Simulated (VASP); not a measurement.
Calculation: r2SCAN meta-GGA with spin-orbit coupling, VASP's PBE PAW potentials (set 64) (plane waves; VASP).

VASP ran on this input.

File POSCAR:
```
PbO2
1
    4.9904556864    -0.0000000000     0.0000000000
   -0.0000000000     4.9904556864     0.0000000000
    0.0000000000     0.0000000000     3.4148764346
Pb O
2 4
Direct
  0.0000000000   0.0000000000   0.0000000000
  0.5000000000   0.5000000000   0.5000000000
  0.3072705156   0.3072705156   0.0000000000
  0.8072705156   0.1927294844   0.5000000000
  0.1927294844   0.8072705156   0.5000000000
  0.6927294844   0.6927294844   1.0000000000
```

### KPOINTS_OPT
```
k-points along high-symmetry lines
5
Line-mode
Reciprocal
  0.000000   0.000000   0.000000 ! GAMMA
  0.000000   0.500000   0.000000 ! X

  0.000000   0.500000   0.000000 ! X
  0.500000   0.500000   0.000000 ! M

  0.500000   0.500000   0.000000 ! M
  0.000000   0.000000   0.000000 ! GAMMA

  0.000000   0.000000   0.000000 ! GAMMA
  0.000000   0.000000   0.500000 ! Z

  0.000000   0.000000   0.500000 ! Z
  0.000000   0.500000   0.500000 ! R

  0.000000   0.500000   0.500000 ! R
  0.500000   0.500000   0.500000 ! A

  0.500000   0.500000   0.500000 ! A
  0.000000   0.000000   0.500000 ! Z

  0.000000   0.500000   0.000000 ! X
  0.000000   0.500000   0.500000 ! R

  0.500000   0.500000   0.000000 ! M
  0.500000   0.500000   0.500000 ! A
```

### INCAR
```
# general
SYSTEM      =  PbO2
PREC        =  Accurate
ENCUT       =  520
LREAL       =  .FALSE.
LASPH       =  .TRUE.

# electronic loop
EDIFF       =  1E-6
NELM        =  100
ALGO        =  Normal
LMAXMIX     =  4
LMIXTAU     =  .TRUE.

# smearing
ISMEAR      =  0
SIGMA       =  0.05

# functional
METAGGA     =  R2SCAN
GGA_COMPAT  =  .FALSE.

# spin
MAGMOM      =  0 0 0 0 0 0 0 0 0 0 0 0 0 0 0 0 0 0
LSORBIT     =  .TRUE.

# output
LWAVE       =  .FALSE.
LCHARG      =  .FALSE.
```

**KPOINTS**
```
Automatic mesh
0
Gamma
4 4 6
0 0 0
```

POTCAR, in this order: Pb_d O (PBE.64 set). Program: vasp_ncl.

What VASP printed:

OSZICAR:
```
       N       E                     dE             d eps       ncg     rms          rms(c)
DAV:   1     0.693460155719E+03    0.69346E+03   -0.25458E+04  2976   0.209E+03
DAV:   2    -0.121587653994E+02   -0.70562E+03   -0.68033E+03  3188   0.612E+02
DAV:   3    -0.153421324774E+03   -0.14126E+03   -0.13740E+03  3578   0.290E+02
DAV:   4    -0.163812891183E+03   -0.10392E+02   -0.10251E+02  4096   0.841E+01
DAV:   5    -0.164085960165E+03   -0.27307E+00   -0.27223E+00  4048   0.150E+01    0.125E+01
DAV:   6    -0.143922953664E+03    0.20163E+02   -0.18282E+01  4250   0.753E+01    0.402E+00
DAV:   7    -0.141772571878E+03    0.21504E+01   -0.28595E+00  3692   0.133E+01    0.265E+00
DAV:   8    -0.147245795696E+03   -0.54732E+01   -0.20676E+00  4296   0.145E+01    0.141E+00
DAV:   9    -0.142776981234E+03    0.44688E+01   -0.71610E-01  3286   0.762E+00    0.543E-01
DAV:  10    -0.143027070985E+03   -0.25009E+00   -0.31440E-01  3248   0.442E+00    0.352E-01
DAV:  11    -0.142937444444E+03    0.89627E-01   -0.19061E-01  3248   0.431E+00    0.190E-01
DAV:  12    -0.142894938011E+03    0.42506E-01   -0.24244E-02  4444   0.197E+00    0.673E-02
DAV:  13    -0.142937858169E+03   -0.42920E-01   -0.25177E-02  3182   0.143E+00    0.631E-02
DAV:  14    -0.142939431505E+03   -0.15733E-02   -0.11366E-03  3536   0.350E-01    0.231E-02
DAV:  15    -0.142939497644E+03   -0.66139E-04   -0.12812E-04  4294   0.145E-01    0.143E-02
DAV:  16    -0.142939730479E+03   -0.23283E-03   -0.34216E-04  3292   0.184E-01    0.468E-03
DAV:  17    -0.142939869120E+03   -0.13864E-03   -0.66175E-05  3192   0.700E-02    0.353E-03
DAV:  18    -0.142939890794E+03   -0.21674E-04   -0.53862E-06  3512   0.229E-02    0.370E-03
DAV:  19    -0.142939890612E+03    0.18129E-06   -0.24670E-07  1902   0.913E-03
   1 F= -.14293989E+03 E0= -.14293986E+03  d E =-.700598E-04  mag=     0.0000    -0.0000     0.0000
       N       E                     dE             ncg
       N       E                     dE             ncg
```

**OUTCAR**
```
------------------------ aborting loop because EDIFF is reached ----------------------------------------
  FORCE on cell =-STRESS in cart. coord.  units (eV):
  Direction    XX          YY          ZZ          XY          YZ          ZX
  --------------------------------------------------------------------------------------
  Total       -0.0710109     -0.0710109     -0.0856961     -0.0000000      0.0000000      0.0000000
  in kB       -1.3377670     -1.3377670     -1.6144193     -0.0000000      0.0000000      0.0000000
  external PRESSURE =      -1.4299845 kB  Pullay stress =       0.0000000 kB
  volume of cell :       85.05
      direct lattice vectors                 reciprocal lattice vectors
     4.990455686  0.000000000  0.000000000     0.200382503  0.000000000  0.000000000
     0.000000000  4.990455686  0.000000000     0.000000000  0.200382503  0.000000000
     0.000000000  0.000000000  3.414876435     0.000000000  0.000000000  0.292836364
 POSITION                                       TOTAL-FORCE (eV/Angst)
 -----------------------------------------------------------------------------------
      0.00000      0.00000      0.00000        -0.000000      0.000000     -0.000000
      2.49523      2.49523      1.70744        -0.000000      0.000000     -0.000000
      1.53342      1.53342      0.00000        -0.000867     -0.000867      0.000000
      4.02865      0.96181      1.70744        -0.000867      0.000867      0.000000
      0.96181      4.02865      1.70744         0.000867     -0.000867     -0.000000
      3.45704      3.45704      0.00000         0.000867      0.000867     -0.000000
 -----------------------------------------------------------------------------------
    total drift:                                0.000000      0.000000      0.000000
  FREE ENERGIE OF THE ION-ELECTRON SYSTEM (eV)
  ---------------------------------------------------
  free  energy   TOTEN  =      -142.9398906123 eV

  energy  without entropy=     -142.9398205525  energy(sigma->0) =     -142.93985558

 Ion:    1  E_soc:     -0.6864597

 Ion:    2  E_soc:     -0.6864597

 Ion:    3  E_soc:     -0.0006970

 Ion:    4  E_soc:     -0.0006970

 Ion:    5  E_soc:     -0.0006970

 Ion:    6  E_soc:     -0.0006970
```
(Selected blocks of OUTCAR.)

The compound is PbO2 in the rutile structure. It was relaxed first.
